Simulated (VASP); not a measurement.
Data:

```yaml
crystal:
  lattice:
    - [0.00000, 2.74614, 2.74614]
    - [2.74614, 0.00000, 2.74614]
    - [2.74614, 2.74614, 0.00000]
  atoms:
    - { symbol: Mo, position: [0.00000, 0.00000, 0.00000] }
    - { symbol: Si, position: [0.25000, 0.25000, 0.25000] }
```

These are PBEsol GGA, VASP's PBE PAW potentials (set 64) (plane waves; VASP) values and carry that method's errors. Settings: 400 eV cut-off, Gaussian smearing of 0.050 eV, potentials Mo_sv Si.

### Question
Predict the band gap (along the path) with the smallest direct gap where there is one.

### Answer

```
Quantity                                                     Result
-------------------------  ----------------------------------------
band gap (along the path)  none (metal, semimetal or under 0.01 eV)
```

Total energies compare only between runs with the same potentials, cut-off and functional.

The structure was generated: MoSi was put into the zinc blende type (F-43m), which need not be its known phase. It was relaxed first, which changed the volume by -28 %.
